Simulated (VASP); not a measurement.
Computed with r2SCAN meta-GGA, VASP's PBE PAW potentials (set 64) (plane waves; VASP).

A VASP calculation is set up with these files.

### KPOINTS
```
Automatic mesh
0
Gamma
11 11 1
0 0 0
```

**POSCAR**
```
V(110) slab
1
    2.5833299426     0.0000000000    -0.0000000000
   -0.8611103090     2.4355871569     0.0000000000
    0.0000000000     0.0000000000    25.3135908058
V
5
Direct
  0.5000000000   0.5000000000   0.3333480000
  0.0000000000   0.0000000000   0.4166740000
  0.5000000000   0.5000000000   0.5000000000
  0.0000000000   0.0000000000   0.5833260000
  0.5000000000   0.5000000000   0.6666520000
```

**INCAR**
```
SYSTEM = V(110) slab
PREC = Normal; ENCUT = 400; LREAL = F
LASPH = T
EDIFF = 1E-5; NELM = 100; NELMIN = 4
ALGO = Normal; LMAXMIX = 4; LMIXTAU = T
ISMEAR = 1; SIGMA = 0.1
METAGGA = R2SCAN
IBRION = 2; NSW = 50; ISIF = 2
EDIFFG = -0.03
LWAVE = T; LCHARG = F
DIPOL = 0.5 0.5 0.5
LDIPOL = T; IDIPOL = 3
```

POTCAR, in this order: V_sv (PBE.64 set). Program: vasp_std.

What VASP printed:

File OSZICAR:
```
...
DAV:   9    -0.686054553035E+02   -0.58218E-02   -0.17523E-03  2990   0.241E-01    0.893E-02
DAV:  10    -0.686072265535E+02   -0.17713E-02   -0.15861E-03  3054   0.216E-01    0.342E-02
DAV:  11    -0.686074848185E+02   -0.25827E-03   -0.10847E-04  2867   0.573E-02    0.232E-02
DAV:  12    -0.686079177515E+02   -0.43293E-03   -0.20878E-04  2520   0.892E-02    0.235E-02
DAV:  13    -0.686080527242E+02   -0.13497E-03   -0.61302E-05  2895   0.709E-02    0.120E-02
DAV:  14    -0.686083524379E+02   -0.29971E-03   -0.34578E-05  2275   0.421E-02    0.617E-03
DAV:  15    -0.686083834463E+02   -0.31008E-04   -0.23605E-05  2291   0.361E-02    0.314E-03
DAV:  16    -0.686086022475E+02   -0.21880E-03   -0.29701E-05  2155   0.404E-02    0.305E-03
DAV:  17    -0.686088121613E+02   -0.20991E-03   -0.29220E-05  2470   0.493E-02    0.236E-03
DAV:  18    -0.686088266233E+02   -0.14462E-04   -0.73752E-06  1854   0.217E-02    0.172E-03
DAV:  19    -0.686088981718E+02   -0.71548E-04   -0.17378E-05  1950   0.306E-02    0.133E-03
DAV:  20    -0.686088878983E+02    0.10273E-04   -0.12820E-05  1871   0.303E-02    0.143E-03
DAV:  21    -0.686089166918E+02   -0.28794E-04   -0.45282E-06  1699   0.198E-02    0.104E-03
DAV:  22    -0.686089448213E+02   -0.28129E-04   -0.53713E-06  1685   0.244E-02    0.741E-04
DAV:  23    -0.686089581337E+02   -0.13312E-04   -0.45251E-06  1648   0.234E-02    0.607E-04
DAV:  24    -0.686089585600E+02   -0.42630E-06   -0.19135E-06  1554   0.155E-02
   8 F= -.68608959E+02 E0= -.68609442E+02  d E =-.146205E-01
       N       E                     dE             d eps       ncg     rms          rms(c)
DAV:   1    -0.684329032528E+02    0.17605E+00   -0.19015E+01  3348   0.659E+01    0.103E+00
DAV:   2    -0.689920101051E+02   -0.55911E+00   -0.25293E+00  3632   0.143E+01    0.492E+00
DAV:   3    -0.686777237999E+02    0.31429E+00   -0.11287E+00  3784   0.935E+00    0.645E-01
DAV:   4    -0.686595423505E+02    0.18181E-01   -0.69661E-02  3597   0.244E+00    0.642E-01
DAV:   5    -0.686509593829E+02    0.85830E-02   -0.35332E-02  3772   0.182E+00    0.558E-01
DAV:   6    -0.686350083739E+02    0.15951E-01   -0.19488E-02  3788   0.134E+00    0.250E-01
DAV:   7    -0.686207062407E+02    0.14302E-01   -0.89412E-03  3020   0.656E-01    0.116E-01
DAV:   8    -0.686172100352E+02    0.34962E-02   -0.12737E-03  3083   0.317E-01    0.611E-02
DAV:   9    -0.686143592291E+02    0.28508E-02   -0.11761E-03  3099   0.244E-01    0.268E-02
DAV:  10    -0.686130503128E+02    0.13089E-02   -0.34237E-04  3046   0.135E-01    0.259E-02
DAV:  11    -0.686126674293E+02    0.38288E-03   -0.38619E-04  2739   0.116E-01    0.145E-02
DAV:  12    -0.686127341463E+02   -0.66717E-04   -0.38391E-04  2885   0.155E-01    0.713E-03
DAV:  13    -0.686124622940E+02    0.27185E-03   -0.21452E-04  2878   0.115E-01    0.466E-03
DAV:  14    -0.686124192496E+02    0.43044E-04   -0.82601E-05  2366   0.531E-02    0.460E-03
DAV:  15    -0.686124518982E+02   -0.32649E-04   -0.43193E-05  2318   0.510E-02    0.296E-03
DAV:  16    -0.686123105198E+02    0.14138E-03   -0.69518E-05  2395   0.585E-02    0.173E-03
DAV:  17    -0.686123308453E+02   -0.20325E-04   -0.13059E-05  2023   0.316E-02    0.162E-03
DAV:  18    -0.686123181895E+02    0.12656E-04   -0.19010E-05  2061   0.348E-02    0.127E-03
DAV:  19    -0.686123085097E+02    0.96798E-05   -0.21242E-05  2216   0.406E-02
   9 F= -.68612309E+02 E0= -.68612995E+02  d E =-.179704E-01
       N       E                     dE             d eps       ncg     rms          rms(c)
DAV:   1    -0.686021883904E+02    0.10130E-01   -0.11264E+00  3348   0.161E+01    0.251E-01
DAV:   2    -0.686457102183E+02   -0.43522E-01   -0.15402E-01  3592   0.363E+00    0.126E+00
DAV:   3    -0.686215337148E+02    0.24177E-01   -0.67213E-02  3761   0.309E+00    0.160E-01
DAV:   4    -0.686199164909E+02    0.16172E-02   -0.56253E-03  3571   0.684E-01    0.187E-01
DAV:   5    -0.686182035013E+02    0.17130E-02   -0.25621E-03  3877   0.520E-01    0.110E-01
DAV:   6    -0.686133928450E+02    0.48107E-02   -0.11857E-03  3283   0.290E-01    0.454E-02
DAV:   7    -0.686123519969E+02    0.10408E-02   -0.96661E-04  2907   0.194E-01    0.248E-02
DAV:   8    -0.686121979718E+02    0.15403E-03   -0.12971E-04  3016   0.756E-02    0.174E-02
DAV:   9    -0.686121251094E+02    0.72862E-04   -0.15611E-04  2529   0.852E-02    0.163E-02
DAV:  10    -0.686122276754E+02   -0.10257E-03   -0.63769E-04  2836   0.163E-01    0.124E-02
DAV:  11    -0.686123839281E+02   -0.15625E-03   -0.51542E-05  2459   0.526E-02    0.721E-03
DAV:  12    -0.686123310276E+02    0.52900E-04   -0.55599E-05  2533   0.653E-02    0.475E-03
DAV:  13    -0.686124447614E+02   -0.11373E-03   -0.93373E-05  2418   0.673E-02    0.307E-03
DAV:  14    -0.686124940123E+02   -0.49251E-04   -0.32085E-05  2166   0.509E-02    0.177E-03
DAV:  15    -0.686124555886E+02    0.38424E-04   -0.22819E-05  2196   0.451E-02    0.988E-04
DAV:  16    -0.686124657116E+02   -0.10123E-04   -0.29082E-05  2498   0.523E-02    0.106E-03
DAV:  17    -0.686124819605E+02   -0.16249E-04   -0.12499E-05  2095   0.351E-02    0.109E-03
DAV:  18    -0.686124721461E+02    0.98143E-05   -0.11069E-05  2050   0.359E-02
  10 F= -.68612472E+02 E0= -.68613204E+02  d E =-.181341E-01
       N       E                     dE             d eps       ncg     rms          rms(c)
DAV:   1    -0.685969243411E+02    0.15558E-01   -0.20534E+00  3348   0.207E+01    0.362E-01
DAV:   2    -0.686393750763E+02   -0.42451E-01   -0.23961E-01  3641   0.485E+00    0.158E+00
DAV:   3    -0.686118498817E+02    0.27525E-01   -0.11153E-01  3777   0.317E+00    0.330E-01
DAV:   4    -0.686117543055E+02    0.95576E-04   -0.98822E-03  3682   0.981E-01    0.232E-01
DAV:   5    -0.686127111900E+02   -0.95688E-03   -0.44088E-03  3637   0.624E-01    0.204E-01
DAV:   6    -0.686118599315E+02    0.85126E-03   -0.22571E-03  3686   0.454E-01    0.514E-02
DAV:   7    -0.686122618744E+02   -0.40194E-03   -0.38550E-04  3304   0.154E-01    0.264E-02
DAV:   8    -0.686123239543E+02   -0.62080E-04   -0.59080E-05  2910   0.734E-02    0.120E-02
DAV:   9    -0.686124608937E+02   -0.13694E-03   -0.38358E-05  2600   0.582E-02    0.611E-03
DAV:  10    -0.686125330662E+02   -0.72173E-04   -0.89601E-06  1997   0.268E-02    0.582E-03
DAV:  11    -0.686126353590E+02   -0.10229E-03   -0.24261E-05  2105   0.380E-02    0.265E-03
DAV:  12    -0.686126455963E+02   -0.10237E-04   -0.30072E-06  1633   0.174E-02    0.135E-03
DAV:  13    -0.686126658284E+02   -0.20232E-04   -0.28773E-06  1647   0.169E-02    0.895E-04
DAV:  14    -0.686126959939E+02   -0.30166E-04   -0.57056E-06  1771   0.237E-02    0.935E-04
DAV:  15    -0.686126865107E+02    0.94832E-05   -0.44576E-06  1584   0.226E-02
  11 F= -.68612687E+02 E0= -.68613355E+02  d E =-.214365E-03
       N       E                     dE             d eps       ncg     rms          rms(c)
DAV:   1    -0.686101285462E+02    0.25674E-02   -0.36556E-01  3348   0.875E+00    0.154E-01
DAV:   2    -0.686176365359E+02   -0.75080E-02   -0.42412E-02  3633   0.204E+00    0.693E-01
DAV:   3    -0.686121778220E+02    0.54587E-02   -0.19490E-02  3777   0.151E+00    0.125E-01
DAV:   4    -0.686127475885E+02   -0.56977E-03   -0.20677E-03  3744   0.416E-01    0.114E-01
DAV:   5    -0.686128815348E+02   -0.13395E-03   -0.97064E-04  3688   0.304E-01    0.779E-02
DAV:   6    -0.686126312687E+02    0.25027E-03   -0.57000E-04  3221   0.198E-01    0.191E-02
DAV:   7    -0.686127296305E+02   -0.98362E-04   -0.12956E-04  2700   0.880E-02    0.116E-02
DAV:   8    -0.686127854771E+02   -0.55847E-04   -0.22485E-05  2284   0.420E-02    0.472E-03
DAV:   9    -0.686128408194E+02   -0.55342E-04   -0.14986E-05  2064   0.312E-02    0.240E-03
DAV:  10    -0.686128697082E+02   -0.28889E-04   -0.15554E-05  1914   0.355E-02    0.226E-03
DAV:  11    -0.686129206376E+02   -0.50929E-04   -0.16210E-05  1946   0.358E-02    0.141E-03
DAV:  12    -0.686129062538E+02    0.14384E-04   -0.60543E-06  1706   0.260E-02    0.806E-04
DAV:  13    -0.686129132816E+02   -0.70278E-05   -0.31215E-06  1598   0.190E-02
  12 F= -.68612913E+02 E0= -.68613611E+02  d E =-.441136E-03
```

**OUTCAR**
```
------------------------ aborting loop because EDIFF is reached ----------------------------------------
  FORCE on cell =-STRESS in cart. coord.  units (eV):
  Direction    XX          YY          ZZ          XY          YZ          ZX
  --------------------------------------------------------------------------------------
  Total       -1.6533337     -1.2824586     -0.5713429      0.5244971      0.0000000      0.0000000
  in kB      -16.6315905    -12.9007995     -5.7473829      5.2761407      0.0000000      0.0000000
  external PRESSURE =     -11.7599243 kB  Pullay stress =       0.0000000 kB
  volume of cell :      159.27
      direct lattice vectors                 reciprocal lattice vectors
     2.583329943  0.000000000  0.000000000     0.387097282  0.136859590  0.000000000
    -0.861110309  2.435587157  0.000000000     0.000000000  0.410578614  0.000000000
     0.000000000  0.000000000 25.313590806     0.000000000  0.000000000  0.039504470
 POSITION                                       TOTAL-FORCE (eV/Angst)
 -----------------------------------------------------------------------------------
      0.86111      1.21779      8.56278         0.000000      0.000000     -0.001804
     -0.00000      0.00000     10.54929         0.000000      0.000000      0.001014
      0.86111      1.21779     12.65680        -0.000000      0.000000      0.000000
      0.00000      0.00000     14.76430         0.000000      0.000000     -0.001014
      0.86111      1.21779     16.75081        -0.000000     -0.000000      0.001804
 -----------------------------------------------------------------------------------
    total drift:                                0.000000      0.000000      0.000000
  FREE ENERGIE OF THE ION-ELECTRON SYSTEM (eV)
  ---------------------------------------------------
  free  energy   TOTEN  =       -68.6129132816 eV

  energy  without entropy=      -68.6150062595  energy(sigma->0) =      -68.61361094

 reached required accuracy - stopping structural energy minimisation
```
(Selected blocks of OUTCAR.)

### CONTCAR
```
V(110) slab
   1.00000000000000
     2.5833299425999998    0.0000000000000000    0.0000000000000000
    -0.8611103090000000    2.4355871569000000    0.0000000000000000
     0.0000000000000000    0.0000000000000000   25.3135908058000005
  V
     5
Direct
     0.5000000000000000    0.5000000000000000    0.3382680961740466
     0.0000000000000000    0.0000000000000000    0.4167439744292399
     0.5000000000000000    0.5000000000000000    0.5000000000000000
     0.0000000000000000    0.0000000000000000    0.5832560255707600
     0.5000000000000000    0.5000000000000000    0.6617319038259534
```

### OUTCAR
```
 val. band max:        1.4360413809   @ k =   0.1818   0.0000   0.0000

 cond. band min:       1.4513511968   @ k =   0.3636   0.2727   0.0000


 Fermi energy:         1.4448529515

 k-point     1 :       0.0000    0.0000    0.0000
  band No.  band energies     occupation
      1     -64.9899      2.00000
      2     -64.9862      2.00000
      3     -64.8314      2.00000
      4     -64.7308      2.00000
      5     -64.6787      2.00000
      6     -38.0517      2.00000
      7     -37.9605      2.00000
      8     -37.6426      2.00000
      9     -37.3978      2.00000
     10     -37.3881      2.00000
     11     -37.2763      2.00000
     12     -37.2164      2.00000
     13     -37.2030      2.00000
     14     -37.2029      2.00000
     15     -37.0797      2.00000
     16     -37.0750      2.00000
     17     -37.0412      2.00000
     18     -37.0409      2.00000
     19     -37.0119      2.00000
     20     -37.0118      2.00000
     21      -5.3769      2.00000
     22      -4.5633      2.00000
     23      -3.3455      2.00000
     24      -2.4370      2.00000
     25      -2.0694      2.00000
     26       0.1949      2.00000
     27       0.3551      2.00000
     28       0.9183      2.00000
     29       1.0171      2.00000
     30       1.0825      2.00000
     31       1.4747      0.51890
     32       1.7697     -0.00004
     33       1.7904     -0.00001
     34       1.8298     -0.00000
     35       1.9144     -0.00000
     36       2.2637     -0.00000
     37       2.3853     -0.00000
     38       2.9101     -0.00000
     39       3.5444      0.00000

 k-point     2 :       0.0909   -0.0000    0.0000
  band No.  band energies     occupation
      1     -64.9788      2.00000
      2     -64.9754      2.00000
      3     -64.8214      2.00000
      4     -64.7242      2.00000
      5     -64.6740      2.00000
      6     -38.0300      2.00000
      7     -37.9506      2.00000
      8     -37.6601      2.00000
      9     -37.4488      2.00000
...
```

The cell is a thin slab with vacuum, built from V (bcc): (110) face. The run is not spin-polarised, so no magnetic state was tried.
